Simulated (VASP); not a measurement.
NaScSe2:

```xyz
4
Lattice="4.1667 0.0000 0.0000 0.0000 4.1667 0.0000 0.0000 0.0000 5.8926" Properties=species:S:1:pos:R:3 pbc="T T T"
Na    0.0000    0.0000    0.0000
Se    0.0000    0.0000    2.9463
Se    2.0833    2.0833    0.0000
Sc    2.0833    2.0833    2.9463
```

The cell was built by a generator and needn't be a form met in nature.

| Item | Value |
| --- | --- |
| Program | VASP 6.6.1 |
| Task | relaxation of cell and atoms |
| Functional | PBE |
| Potentials or basis | VASP PAW PBE potentials, release 64 (Na_pv, Se, Sc_sv) |
| Cutoff | 600 eV |
| k mesh | 6 × 6 × 4 |
| Occupations | fermi-dirac, width 0.02 eV |
| Spin | no spin polarisation |

At the start: pressure -6.3 GPa; volume 25.58 Å³/atom.

**Question.** How do energy, volume and symmetry change on relaxing?

**Answer.** Over 7 steps the energy falls by 87.0 meV/atom and the volume is 22.15 Å³/atom (-13.4 %); space group P4/mmm (No. 123, to 0.05 Å).

Step by step:
```csv
step,energy change (eV),largest force (eV/Å),pressure (GPa),volume (Å³)
1,0.0000,0.0000,-6.25,102.30
2,-0.3465,0.0000,0.19,88.19
3,-0.3465,0.0000,0.14,88.29
4,-0.3464,0.0000,-0.04,88.55
5,-0.3478,0.0000,-0.09,88.73
6,-0.3479,0.0000,-0.10,88.80
7,-0.3479,0.0000,0.01,88.61
```

Final structure:
```cif
data_structure
_symmetry_space_group_name_H-M 'P 1'
_symmetry_Int_Tables_number 1
_cell_length_a 4.0260
_cell_length_b 4.0260
_cell_length_c 5.4669
_cell_angle_alpha 90.000
_cell_angle_beta 90.000
_cell_angle_gamma 90.000
_cell_volume 88.61
loop_
_atom_site_label
_atom_site_type_symbol
_atom_site_fract_x
_atom_site_fract_y
_atom_site_fract_z
_atom_site_occupancy
Na1 Na 0.00000 0.00000 0.00000 1
Se1 Se 0.00000 0.00000 0.50000 1
Se2 Se 0.50000 0.50000 0.00000 1
Sc1 Sc 0.50000 0.50000 0.50000 1
```
